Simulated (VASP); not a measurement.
Input:

```xyz
2
Lattice="0.0000 3.2890 3.2890 3.2890 0.0000 3.2890 3.2890 3.2890 0.0000" Properties=species:S:1:pos:R:3 pbc="T T T"
Te     3.2890     3.2890     3.2890
Pb     0.0000     0.0000     0.0000
```

Level of theory: MS2 meta-GGA, VASP's PBE PAW potentials (set 64) (plane waves; VASP 6.6.1). Settings: 520 eV cut-off, 7×7×7 Γ-centred mesh, Gaussian smearing of 0.050 eV, potentials Te Pb_d.

Give the stress tensor in GPa (positive for a compressed cell).

```
-2.22   0.00   0.00
 0.00  -2.22   0.00
 0.00   0.00  -2.22
```
The pressure is its mean diagonal, -2.22 GPa.

The compound is PbTe in the rock salt structure. This cell is one point of a volume scan, at 1.06 of the reference volume.
